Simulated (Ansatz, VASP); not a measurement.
# InH: VASP beside Ansatz, part 2 of 2

Wanted: the spread between two codes on one cell, functional and k mesh. The cell is generated by rule, not measured, and may not be a known phase. The cell is taken from a series of runs on this material, whose earlier steps may have relaxed, scaled, displaced or heated it; both programs get it as it stands.

VASP 6.6.1 and Ansatz 0.2.0.

So far. Step 5 (VASP: single point, PBE, pair 2): The run ends at a pressure of 0.08 GPa, with forces up to 0.19 eV/Å.

The structure was built from a prototype and need not be the compound's stable phase.

### 6. Ansatz: single point, PBE, pair 2

Level of this step: Ansatz beside VASP: Kohn-Sham DFT, plane waves, PBE (Ansatz).

The same cell, functional, mesh and smearing now go to Ansatz, which takes its cutoff from its data sets.

The cell is taken from a series of runs on this material, whose earlier steps may have relaxed, scaled, displaced or heated it; both programs get it as it stands.

Input file input.yaml:

```yaml
crystal:
  lattice:
    - [3.1749981601, 0.0, 0.0]
    - [0.0, 3.1749981601, 0.0]
    - [0.0, 0.0, 3.1749981601]
  atoms:
    - { symbol: In, position: [0.0003512118, -0.0003512118, -0.0003512118] }
    - { symbol: H, position: [0.4599946038, 0.5400053962, 0.5400053962] }
kpoints:
  mp_grid: { grid: [12, 12, 12] }
hamiltonian:
  xc: pbe
scf:
  occupations: { method: methfessel_paxton, width: 0.15 }
output:
  forces: true
  stress: true
  eigenvalues: true
```

On the command line:

```console
ansatz run input.yaml --threads 4 --pin off --max-ram 7168MiB --backend cpu --events-out ev --progress --plain --runs-dir out
```

Numbers of over 12 decimals in the logs are rounded to 6 here.

The program printed:

```text
[...]
Crystal: 2 atoms, lattice volume = 32.006 Å³
Basis set: ecut = 420 eV, 619 PW (Γ), exchange–correlation on 48×48×48 points (8 copies of the dense FFT grid, shifted against one another)
Bands: 11, of which v1, the nominal top of the filled ones, is band 7 counted from 1 (6 counted from 0)
Symmetry: 6 space group operations
[...]
k-points: 189 of 1728 (time reversal used)
[...]
--- Band table (eV; the first three rows and the last of 189) ---
  k-point 0: bands = [... 3 lower, -6.1796, -6.1756, -1.3297, 10.3552, 14.2666, 14.2666, 14.3951, 17.5956]
  k-point 1: bands = [... 3 lower, -6.1874, -6.1771, -1.2213, 9.9803, 13.6641, 14.3900, 14.5450, 17.6673]
  k-point 2: bands = [... 3 lower, -6.2144, -6.1750, -0.8943, 8.8528, 13.1147, 14.7527, 14.8797, 17.8833]
  k-point 188: bands = [... 3 lower, -6.0227, -6.0227, 6.8706, 9.7131, 9.8832, 9.8918, 9.8918, 14.0090]
[key lines of the parts left out:]
SCF converged after 5 iterations
Free energy (F): -5612.628026 eV
Fermi energy:    8.237420 eV
P = ⅓ Tr σ = 0.1727 GPa (1.727 kbar)
```

The run ends at a pressure of 0.17 GPa, with forces up to 0.19 eV/Å.

### 7. Comparison

Both answers:

```tsv
quantity	Ansatz	VASP	difference
pressure (GPa)	0.17	0.08	+0.10
```

Forces (eV/Å; atoms numbered as in POSCAR):

```tsv
atom	Ansatz x, y, z	VASP x, y, z
In1	0.113, -0.113, -0.113	0.112, -0.112, -0.112
H2	-0.113, 0.113, 0.113	-0.112, 0.112, 0.112
```

The forces differ by 0.4 meV/Å r.m.s., which is 0.3 % of the r.m.s. force of 0.112 eV/Å (both taken over all components).

### 8. Ansatz: single point, PBE, pair 3

With cell and atoms fixed, the geometry can't cause a difference; cores, projectors, grids and the points listed under the comparison can.

The cell is taken from a series of runs on this material, whose earlier steps may have relaxed, scaled, displaced or heated it; both programs get it as it stands.

input.yaml, the sections that differ from step 6:

```yaml
crystal:
  lattice:
    - [3.1749981601, 0.0, 0.0]
    - [0.0, 3.1749981601, 0.0]
    - [0.0, 0.0, 3.1749981601]
  atoms:
    - { symbol: In, position: [0.0005108536, -0.0005108536, -0.0005108536] }
    - { symbol: H, position: [0.4418103328, 0.5581896672, 0.5581896672] }
# kpoints, hamiltonian, scf, output: as in step 6
```

The program printed:

```text
[...]
Crystal: 2 atoms, lattice volume = 32.006 Å³
Basis set: ecut = 420 eV, 619 PW (Γ), exchange–correlation on 48×48×48 points (8 copies of the dense FFT grid, shifted against one another)
Bands: 11, of which v1, the nominal top of the filled ones, is band 7 counted from 1 (6 counted from 0)
Symmetry: 6 space group operations
[...]
k-points: 189 of 1728 (time reversal used)
[...]
--- Band table (eV; the first three rows and the last of 189) ---
  k-point 0: bands = [... 3 lower, -6.1697, -6.1608, -1.3518, 10.2811, 14.2874, 14.2874, 14.5559, 17.5665]
  k-point 1: bands = [... 3 lower, -6.1757, -6.1641, -1.2437, 9.9261, 13.6401, 14.4103, 14.7201, 17.6381]
  k-point 2: bands = [... 3 lower, -6.2021, -6.1631, -0.9176, 8.8304, 13.0702, 14.7715, 15.0332, 17.8535]
  k-point 188: bands = [... 3 lower, -6.0095, -6.0095, 6.8010, 9.7042, 9.8836, 9.8836, 9.8886, 14.0252]
[key lines of the parts left out:]
SCF converged after 5 iterations
Free energy (F): -5612.650630 eV
Fermi energy:    8.221677 eV
P = ⅓ Tr σ = 0.3484 GPa (3.484 kbar)
```

The run ends at a pressure of 0.35 GPa, with forces up to 0.25 eV/Å.

### 9. VASP: single point, PBE, pair 3

The same cell, functional, mesh and smearing now go to VASP, with its own data sets.

Input file INCAR:

```
SYSTEM = InH
PREC = Accurate
ENCUT = 500
EDIFF = 1E-06
NELM = 120
ISMEAR = 1
SIGMA = 0.15
LREAL = .FALSE.
ALGO = Normal
GGA = PE
NBANDS = 13
LORBIT = 11
LWAVE = .FALSE.
LCHARG = .FALSE.
ISIF = 2
LASPH = .TRUE.
GGA_COMPAT = .FALSE.
```

Input file POSCAR:

```
InH
1.0
    3.1749981601      0.0000000000      0.0000000000
    0.0000000000      3.1749981601      0.0000000000
    0.0000000000      0.0000000000      3.1749981601
In H
1 1
Direct
    0.0005108536      0.9994891464      0.9994891464
    0.4418103328      0.5581896672      0.5581896672
```

Input file KPOINTS:

```
Automatic mesh
0
Gamma
12 12 12
0 0 0
```

Potentials, in the order of the species: In_d and H (PBE family, release 64).

On the command line:

```console
mpirun -np 1 vasp_std
```

The program printed:

```text
[... set-up lines as in an earlier step ...]
 entering main loop
       N       E                     dE             d eps       ncg     rms          rms(c)
DAV:   1     0.810214976945E+02    0.81021E+02   -0.66673E+03  4967   0.132E+03
DAV:   2    -0.802552022297E+00   -0.81824E+02   -0.79064E+02  5209   0.289E+02
DAV:   3    -0.504973674111E+01   -0.42472E+01   -0.42238E+01  5894   0.654E+01
DAV:   4    -0.514788912289E+01   -0.98152E-01   -0.98120E-01  6178   0.101E+01
[...]
DAV:  10    -0.487842575960E+01   -0.26036E-04   -0.50414E-05  6322   0.107E-01    0.289E-02
DAV:  11    -0.487842905583E+01   -0.32962E-05   -0.29846E-06  5814   0.164E-02    0.107E-02
DAV:  12    -0.487842952774E+01   -0.47191E-06   -0.35350E-07  3327   0.690E-03
   1 F= -.48784295E+01 E0= -.48785259E+01  d E =0.288974E-03
```

Parts of OUTCAR (step 9):

```text
  Total        0.0510317      0.0510317      0.0510317      0.0677739     -0.0677739      0.0677739
  in kB        2.5545839      2.5545839      2.5545839      3.3926790     -3.3926790      3.3926790
  external PRESSURE =       2.5545839 kB  Pullay stress =       0.0000000 kB

 POSITION                                       TOTAL-FORCE (eV/Angst)
 -----------------------------------------------------------------------------------
      0.00162      3.17338      3.17338         0.144677     -0.144677     -0.144677
      1.40275      1.77225      1.77225        -0.144677      0.144677      0.144677
 -----------------------------------------------------------------------------------
    total drift:                                0.000022     -0.000022     -0.000022

  FREE ENERGIE OF THE ION-ELECTRON SYSTEM (eV)
  ---------------------------------------------------
  free  energy   TOTEN  =        -4.8784295277 eV

  energy  without entropy=       -4.8787185018  energy(sigma->0) =       -4.87852585

[... 2 parts as in an earlier step ...]

[... 1 further part left out ...]
[key lines of the parts left out:]
E-fermi :   5.9028
```

The run ends at a pressure of 0.26 GPa, with forces up to 0.25 eV/Å.

### 10. Differences

The two programs side by side:

```tsv
quantity	Ansatz	VASP	difference
pressure (GPa)	0.35	0.26	+0.09
```

Forces (eV/Å; atoms numbered as in POSCAR):

```tsv
atom	Ansatz x, y, z	VASP x, y, z
In1	0.145, -0.145, -0.145	0.145, -0.145, -0.145
H2	-0.145, 0.145, 0.145	-0.145, 0.145, 0.145
```

The forces differ by 0.8 meV/Å r.m.s., which is 0.5 % of the r.m.s. force of 0.145 eV/Å (both taken over all components).

### 11. What came out

* difference in pressure (single point, PBE, pair 1): 0.099 GPa
* r.m.s. force difference (single point, PBE, pair 2): 0.38 meV/Å
* r.m.s. force difference (single point, PBE, pair 3): 0.76 meV/Å

What this shows: The difference in pressure is 0.099 GPa (single point, PBE, pair 1), within the 1 GPa picked in this series as the mark of a large difference. 5 further runs of this series are not shown here. How closely two codes agree says nothing of how well the functional describes the real material.

[Lines on the potential files, build, host, timing and source positions are cut from VASP's logs without a mark.]

[Logs are printed without paths, hosts, clocks, repeated set-up lines and the standing remarks that a program may print on its own settings, such as how far it seeks lower states.]

[Hosts, paths, dates, database ids (printed as entryN), source tags and the programs' standing remarks are cut or masked in the printed files.]
